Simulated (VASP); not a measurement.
# The low-index faces of Mg, part 3 of 4

Aim: compare the low-index faces of Mg at one level of theory.

VASP 6.6.1; r2SCAN; plane waves and PAW (Mg).

So far. Step 3 (The bulk reference, job self-consistent run, k-mesh …): The run ends at a pressure of -0.02 GPa. Step 4 (Surface relaxation, 8 atoms, face Mg(0001)): The run ended after 12 ionic steps, 0.008 eV below its first step, once the forces on the free atoms met EDIFFG = -0.03.

**5. Vacuum level and density of states, 8 atoms, face Mg(0001)**

A static run writes the electrostatic potential without exchange and correlation (LVHAR), which is flat in the vacuum and gives the level to count from. The dipole correction cancels the field that unlike faces would set up across the vacuum.

Input file INCAR:

```
SYSTEM = Mg
PREC = Normal
ENCUT = 320
EDIFF = 1E-06
NELM = 120
ISMEAR = 1
SIGMA = 0.15
LREAL = .FALSE.
ALGO = Normal
METAGGA = R2SCAN
LASPH = .TRUE.
NBANDS = 16
LORBIT = 11
LWAVE = .FALSE.
LCHARG = .TRUE.
KPAR = 4
IDIPOL = 3
LDIPOL = .TRUE.
DIPOL = 0.5 0.5 0.5
LVHAR = .TRUE.
LVACPOTAV = .TRUE.
NEDOS = 1500
```

Input file POSCAR:

```
Mg
1.0
    3.1717537122      0.0000000000      0.0000000000
    1.5858768561      2.7468192893      0.0000000000
    0.0000000000      0.0000000000     33.0309410988
Mg
8
Direct
    0.6666666700      0.6666666700      0.2298580721
    0.0000000000      0.0000000000      0.3079693037
    0.6666666700      0.6666666700      0.3846315747
    0.0000000000      0.0000000000      0.4616325716
    0.6666666700      0.6666666700      0.5383674284
    0.0000000000      0.0000000000      0.6153684253
    0.6666666700      0.6666666700      0.6920306963
    0.0000000000      0.0000000000      0.7701419279
```

Input file KPOINTS:

```
Automatic mesh
0
Gamma
12 12 1
0 0 0
```

PAW data sets: Mg (PBE family, release 64).

Launch:

```sh
$ mpirun -np 4 vasp_std
```

Log:

```text
[... set-up lines as in an earlier step ...]
 entering main loop
       N       E                     dE             d eps       ncg     rms          rms(c)
DAV:   1    -0.585989819826E+01   -0.58599E+01   -0.33327E+03   608   0.474E+02
DAV:   2    -0.318756477132E+02   -0.26016E+02   -0.23680E+02   816   0.711E+01
DAV:   3    -0.328705690729E+02   -0.99492E+00   -0.97523E+00   840   0.142E+01
DAV:   4    -0.328946953225E+02   -0.24126E-01   -0.24119E-01   880   0.264E+00
DAV:   5    -0.328958094036E+02   -0.11141E-02   -0.11140E-02   968   0.504E-01    0.209E+00
DAV:   6    -0.327533942761E+02    0.14242E+00   -0.16005E+00   784   0.604E+00    0.175E+00
DAV:   7    -0.324850600245E+02    0.26833E+00   -0.15689E+00   840   0.576E+00    0.127E+00
DAV:   8    -0.324953563432E+02   -0.10296E-01   -0.21691E-01   784   0.262E+00    0.399E-01
DAV:   9    -0.324983186769E+02   -0.29623E-02   -0.25905E-02   792   0.946E-01    0.102E-01
DAV:  10    -0.324985579760E+02   -0.23930E-03   -0.26336E-03   688   0.241E-01    0.371E-02
DAV:  11    -0.324990506274E+02   -0.49265E-03   -0.40454E-04   736   0.101E-01    0.181E-02
DAV:  12    -0.324993299092E+02   -0.27928E-03   -0.65616E-05   720   0.396E-02    0.835E-03
DAV:  13    -0.324995695435E+02   -0.23963E-03   -0.78161E-05   704   0.303E-02    0.497E-03
DAV:  14    -0.324996569620E+02   -0.87418E-04   -0.22499E-05   688   0.170E-02    0.267E-03
DAV:  15    -0.324996793218E+02   -0.22360E-04   -0.13351E-05   632   0.124E-02    0.143E-03
DAV:  16    -0.324997033400E+02   -0.24018E-04   -0.45175E-06   704   0.832E-03    0.829E-04
DAV:  17    -0.324997166675E+02   -0.13328E-04   -0.12308E-06   608   0.549E-03    0.562E-04
DAV:  18    -0.324997304874E+02   -0.13820E-04   -0.14089E-06   600   0.454E-03    0.282E-04
DAV:  19    -0.324997344066E+02   -0.39192E-05   -0.40929E-07   536   0.398E-03    0.181E-04
DAV:  20    -0.324997351632E+02   -0.75653E-06   -0.14072E-07   488   0.272E-03
 -----------------------------------------------------------------------------
|                                                                             |
|           W    W    AA    RRRRR   N    N  II  N    N   GGGG   !!!           |
|           W    W   A  A   R    R  NN   N  II  NN   N  G    G  !!!           |
|           W    W  A    A  R    R  N N  N  II  N N  N  G       !!!           |
|           W WW W  AAAAAA  RRRRR   N  N N  II  N  N N  G  GGG   !            |
|           WW  WW  A    A  R   R   N   NN  II  N   NN  G    G                |
|           W    W  A    A  R    R  N    N  II  N    N   GGGG   !!!           |
|                                                                             |
|     Did not find any points to average over, which means that no vacuum     |
|     field-free region was found. Please increase the size of  your cell     |
|     in the dimension of the dipole correction to obtain accurate            |
|     workfunction values.                                                    |
|                                                                             |
 -----------------------------------------------------------------------------

   1 F= -.32499735E+02 E0= -.32501094E+02  d E =0.407564E-02
```

Wall time 48 s (4 MPI ranks of Intel Xeon Platinum 8259CL at 2.50GHz (Skylake/Cascade Lake), shared host); peak memory 0.74 GiB.

Parts of OUTCAR (step 5):

```text
   NELECT =      16.0000    total number of electrons

 dipolmoment           0.000000      0.000000     -0.000000 electrons x Angstroem

 E-fermi :   0.3392

 k-point     1 :       0.0000    0.0000    0.0000
  band No.  band energies     occupation
    ...
      5      -5.0867      2.00000
      6      -4.2001      2.00000
      7      -3.1579      2.00000
      8      -1.9326      2.00000
      9      -1.1152      2.00000
     10       0.5414     -0.06697
     11       1.8756     -0.00000
     12       3.0987     -0.00000
     13       3.8593      0.00000
     14       4.7190      0.00000
    ...

  Total       -0.3593203     -0.3593203      0.0214529      0.0000000     -0.0000000     -0.0000000
  in kB       -2.0005150     -2.0005150      0.1194391      0.0000000     -0.0000000     -0.0000000
  external PRESSURE =      -1.2938636 kB  Pullay stress =       0.0000000 kB

 POSITION                                       TOTAL-FORCE (eV/Angst)
 -----------------------------------------------------------------------------------
      3.17175      1.83121      7.59243         0.000000      0.000000      0.002012
      0.00000      0.00000     10.17252         0.000000      0.000000     -0.005210
      3.17175      1.83121     12.70474        -0.000000     -0.000000      0.003605
      0.00000      0.00000     15.24816         0.000000      0.000000      0.003103
      3.17175      1.83121     17.78278        -0.000000     -0.000000     -0.003103
      0.00000      0.00000     20.32620         0.000000      0.000000     -0.003605
      3.17175      1.83121     22.85843        -0.000000      0.000000      0.005210
      0.00000      0.00000     25.43851        -0.000000     -0.000000     -0.002012
 -----------------------------------------------------------------------------------
    total drift:                                0.000203      0.000117      0.000162

  FREE ENERGIE OF THE ION-ELECTRON SYSTEM (eV)
  ---------------------------------------------------
  free  energy   TOTEN  =       -32.4997351632 eV

  energy  without entropy=      -32.5038108077  energy(sigma->0) =      -32.50109371

 vacuum level on the upper side and lower side of the slab         4.100         4.100

[... 9 parts as in an earlier step ...]

[... 8 further parts left out ...]
```

Numbers from this step:

| Quantity | Value |
| --- | --- |
| electronic cycles | 20 |
| Fermi energy | 0.3392 eV |
| dipole moment | 0, 0, 0 e·Å |
| vacuum levels | 4.1, 4.1 eV |
| work functions of the upper and lower face | 3.761, 3.761 eV |

The planar average of the electrostatic potential oscillates, so the rows of the table below give means over windows of 2.53 Å about each position, cut where the curve ends. Its maxima inside the range that stand out by 2 % of the span (Å: eV): 8.9: 0.891, 11.5: 0.768, 14.0: 0.746, 16.5: 0.726, 19.0: 0.746, 21.6: 0.768, 24.1: 0.891. Its minima: 7.6: -6.56, 10.1: -6.47, 12.7: -6.53, 15.2: -6.58, 17.8: -6.58, 20.4: -6.53, 22.9: -6.47, 25.4: -6.56.

Zero at the Fermi level. The planar average of the electrostatic potential by height; means over each step:

height (Å), planar average of the electrostatic potential (eV) and a bar from the least value:
```
     1.26       3.76 ##############################
     3.79       3.74 ##############################
     6.33       0.12 ##############
     8.86      -2.62 #
    11.39      -2.79 
    13.92      -2.82 
    16.45      -2.86 
    18.98      -2.82 
    21.51      -2.79 
    24.04      -2.62 #
    26.57      -0.44 ###########
    29.10       3.73 ##############################
    31.63       3.76 ##############################
```

Density of states in the PAW spheres, an atom over height of the layer and energy from the Fermi level.

Values in states/eV, 22 rows by 8 columns, each cell a mean:
```
 0.0599  0.0499  0.0545  0.0558  0.0558  0.0545  0.0499  0.0599
 0.0710  0.0733  0.0648  0.0691  0.0691  0.0648  0.0733  0.0710
 0.0484  0.0566  0.0699  0.0589  0.0589  0.0699  0.0566  0.0484
 0.0818  0.0688  0.0558  0.0610  0.0610  0.0558  0.0688  0.0818
 0.0649  0.0613  0.0589  0.0596  0.0596  0.0589  0.0613  0.0649
 0.0763  0.0737  0.0681  0.0682  0.0682  0.0681  0.0737  0.0763
 0.0562  0.0599  0.0700  0.0635  0.0635  0.0700  0.0599  0.0562
 0.0564  0.0474  0.0486  0.0555  0.0555  0.0486  0.0474  0.0564
 0.0623  0.0605  0.0505  0.0533  0.0533  0.0505  0.0605  0.0623
 0.0501  0.0559  0.0579  0.0508  0.0508  0.0579  0.0559  0.0501
 0.0567  0.0477  0.0586  0.0613  0.0613  0.0586  0.0477  0.0567
 0.0393  0.0403  0.0296  0.0392  0.0392  0.0296  0.0403  0.0393
 0.0534  0.0495  0.0582  0.0495  0.0495  0.0582  0.0495  0.0534
 0.0294  0.0333  0.0378  0.0432  0.0432  0.0378  0.0333  0.0294
 0.0406  0.0371  0.0401  0.0357  0.0357  0.0401  0.0371  0.0406
 0.0267  0.0367  0.0394  0.0377  0.0377  0.0394  0.0367  0.0267
 0.0225  0.0300  0.0261  0.0278  0.0278  0.0261  0.0300  0.0225
 0.0180  0.0340  0.0283  0.0326  0.0326  0.0283  0.0340  0.0180
 0.0106  0.0261  0.0225  0.0206  0.0206  0.0225  0.0261  0.0106
 0.0037  0.0137  0.0197  0.0185  0.0185  0.0197  0.0137  0.0037
 0.0006  0.0028  0.0064  0.0095  0.0095  0.0064  0.0028  0.0006
 0.0000  0.0000 -0.0001 -0.0001 -0.0001 -0.0001  0.0000  0.0000
```
Columns: height of the layer (Å) from 7.6 to 25.4; rows upwards: energy from the Fermi level (eV) from -7.9 to 0.5.

Valence density in the ca plane at fractional y = 0.000, with atoms of Mg within 0.2 Å of it. It is the smooth field of the valence electrons, not physical close to the nuclei.

Ten even steps from '0' (0.00 e/Å³) to '9' (0.11 e/Å³), each cell a mean:
```
63224799999998632247999999986422343210000000
86556899999998865578999999887655553210000000
88888888888888888888888888888888753210000000
88888888766788889988887677888899753210000000
88888888777888888888887778888899753210000000
87678888888888876788888888888777653210000000
74335899999998743358999999887533443210000000
63224799999998632247999999986322333210000000
```
Columns run along c (16.0 Å, from fractional 0.44 to 0.92 of the cell), rows up along a (3.2 Å). Atoms in or near the plane, at fractional coordinates: Mg at (0.46, 0.00), Mg at (0.62, 0.00), Mg at (0.77, 0.00).

The map of layer states is cut here 0.5 eV above the Fermi level, so it leaves out the states above that.

The vacuum level lies 3.76 eV above the Fermi level at the upper face; both faces agree, as the slab has next to no dipole.

The program found no field-free point at its default tolerance, but its printed level agrees with the flat part of the planar average.

On this mesh the fine structure of the density of states is sampling noise, and high empty states may be cut by the number of bands.

(Part 3 of 4 ends here.)

[Lines on the potential files, build, host, timing and source positions are cut from VASP's logs without a mark.]

[Logs are printed without paths, hosts, clocks, repeated set-up lines and the standing remarks that a program may print on its own settings, such as how far it seeks lower states.]

[Hosts, paths, dates, database ids (printed as entryN), source tags and the programs' standing remarks are cut or masked in the printed files.]

[Runs that stopped without an error message from VASP are left out.]
